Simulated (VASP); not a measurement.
These are PBE GGA, VASP's PBE PAW potentials (set 64) (plane waves; VASP 6.6.1) values and carry that method's errors.

VASP ran on this input.

### INCAR
```
SYSTEM = NaI
PREC = Accurate
ENCUT = 520
EDIFF = 1E-7
NELM = 100
ALGO = Normal
LREAL = .FALSE.
LASPH = .TRUE.
ISMEAR = 0
SIGMA = 0.05
GGA = PE
LMAXMIX = 4
LWAVE = .FALSE.
LCHARG = .FALSE.
ISIF = 2
```

**POSCAR**
```
NaI
1
    0.0000000000     3.2308277450     3.2308277450
    3.2308277450     0.0000000000     3.2308277450
    3.2308277450     3.2308277450     0.0000000000
Na I
1 1
Direct
  0.0000000000   0.0000000000   0.0000000000
  0.5000000000   0.5000000000   0.5000000000
```

KPOINTS:
```
Automatic mesh
0
Gamma
7 7 7
0 0 0
```

POTCAR, in this order: Na_pv I (PBE.64 set). Program: vasp_std.

The run wrote:

File OUTCAR:
```
 ion  position               nearest neighbor table
   1  0.000  0.000  0.000-
   2  0.500  0.500  0.500-
  LATTYP: Found a face centered cubic cell.
 ALAT       =     6.4616554900
 Subroutine PRICEL returns:
 Original cell was already a primitive cell.
 Subroutine GETGRP returns: Found 48 space group operations
The static configuration has the point symmetry O_h .
The dynamic configuration has the point symmetry O_h .
 Subroutine INISYM returns: Found 48 space group operations
 Subroutine IBZKPT returns following result:
 Found     20 irreducible k-points:

 Following reciprocal coordinates:
            Coordinates               Weight
  0.000000  0.000000  0.000000      1.000000
  0.142857  0.000000  0.000000      8.000000
  0.285714  0.000000  0.000000      8.000000
  0.428571  0.000000  0.000000      8.000000
  0.142857  0.142857  0.000000      6.000000
  0.285714  0.142857  0.000000     24.000000
  0.428571  0.142857  0.000000     24.000000
 -0.428571  0.142857  0.000000     24.000000
 -0.285714  0.142857  0.000000     24.000000
...
```

### OSZICAR
```
       N       E                     dE             d eps       ncg     rms          rms(c)
DAV:   1     0.782432336416E+02    0.78243E+02   -0.68353E+03   440   0.115E+03
DAV:   2     0.155816959762E+01   -0.76685E+02   -0.72568E+02   481   0.242E+02
DAV:   3    -0.523940496090E+01   -0.67976E+01   -0.67607E+01   545   0.697E+01
DAV:   4    -0.544462773679E+01   -0.20522E+00   -0.20493E+00   514   0.134E+01
DAV:   5    -0.545086293369E+01   -0.62352E-02   -0.62349E-02   519   0.234E+00    0.164E+00
DAV:   6    -0.539059556132E+01    0.60267E-01   -0.85230E-02   503   0.196E+00    0.112E+00
DAV:   7    -0.538196622651E+01    0.86293E-02   -0.72903E-02   506   0.168E+00    0.587E-01
DAV:   8    -0.538401121428E+01   -0.20450E-02   -0.51820E-03   461   0.706E-01    0.156E-01
DAV:   9    -0.538397767805E+01    0.33536E-04   -0.14804E-04   515   0.136E-01    0.420E-02
DAV:  10    -0.538399177708E+01   -0.14099E-04   -0.40450E-05   509   0.793E-02    0.697E-03
DAV:  11    -0.538399208466E+01   -0.30758E-06   -0.45009E-06   476   0.245E-02    0.204E-03
DAV:  12    -0.538399233322E+01   -0.24856E-06   -0.52942E-07   494   0.604E-03    0.105E-03
DAV:  13    -0.538399238955E+01   -0.56336E-07   -0.93842E-09   316   0.105E-03
   1 F= -.53839924E+01 E0= -.53839924E+01  d E =-.157986E-15
```

**OUTCAR**
```
------------------------ aborting loop because EDIFF is reached ----------------------------------------
  FORCE on cell =-STRESS in cart. coord.  units (eV):
  Direction    XX          YY          ZZ          XY          YZ          ZX
  --------------------------------------------------------------------------------------
  Total        0.2186199      0.2186199      0.2186199      0.0000000      0.0000000      0.0000000
  in kB        5.1931253      5.1931253      5.1931253      0.0000000      0.0000000      0.0000000
  external PRESSURE =       5.1931253 kB  Pullay stress =       0.0000000 kB
  volume of cell :       67.45
      direct lattice vectors                 reciprocal lattice vectors
     0.000000000  3.230827745  3.230827745    -0.154759102  0.154759102  0.154759102
     3.230827745  0.000000000  3.230827745     0.154759102 -0.154759102  0.154759102
     3.230827745  3.230827745  0.000000000     0.154759102  0.154759102 -0.154759102
  FREE ENERGIE OF THE ION-ELECTRON SYSTEM (eV)
  ---------------------------------------------------
  free  energy   TOTEN  =        -5.3839923896 eV

  energy  without entropy=       -5.3839923896  energy(sigma->0) =       -5.38399239
```
(Selected blocks of OUTCAR.)

### OUTCAR
```
 val. band max:        0.8427298347   @ k =   0.0000   0.0000   0.0000

 cond. band min:       4.4971847356   @ k =   0.0000   0.0000   0.0000


 Fermi energy:         1.1076674062

 k-point     1 :       0.0000    0.0000    0.0000
  band No.  band energies     occupation
      1     -21.5902      2.00000
      2     -21.5902      2.00000
      3     -21.5902      2.00000
      4     -10.1881      2.00000
      5       0.8427      2.00000
      6       0.8427      2.00000
      7       0.8427      2.00000
      8       4.4972      0.00000
      9       8.7723      0.00000
     10       8.7723      0.00000
     11       8.7723      0.00000

 k-point     2 :       0.1429    0.0000    0.0000
  band No.  band energies     occupation
      1     -21.5912      2.00000
      2     -21.5903      2.00000
      3     -21.5903      2.00000
      4     -10.1318      2.00000
      5       0.2634      2.00000
      6       0.7852      2.00000
      7       0.7852      2.00000
      8       5.1439      0.00000
      9       8.3507      0.00000
     10       8.9487      0.00000
     11       8.9487      0.00000

 k-point     3 :       0.2857    0.0000    0.0000
  band No.  band energies     occupation
      1     -21.5935      2.00000
      2     -21.5904      2.00000
      3     -21.5904      2.00000
      4      -9.9994      2.00000
      5      -0.6782      2.00000
      6       0.6629      2.00000
      7       0.6629      2.00000
      8       5.8895      0.00000
      9       8.5315      0.00000
     10       8.6964      0.00000
     11       8.6964      0.00000

 k-point     4 :       0.4286    0.0000    0.0000
  band No.  band energies     occupation
      1     -21.5954      2.00000
      2     -21.5905      2.00000
      3     -21.5905      2.00000
      4      -9.8863      2.00000
      5      -1.2755      2.00000
      6       0.5712      2.00000
      7       0.5712      2.00000
      8       5.9485      0.00000
      9       8.3403      0.00000
...
```

Unless said otherwise, spin-orbit coupling is left out, though it shifts the bands of the heavy elements here.

The compound is NaI in the rock salt structure. This cell is one point of a volume scan, at 0.97 of the reference volume.
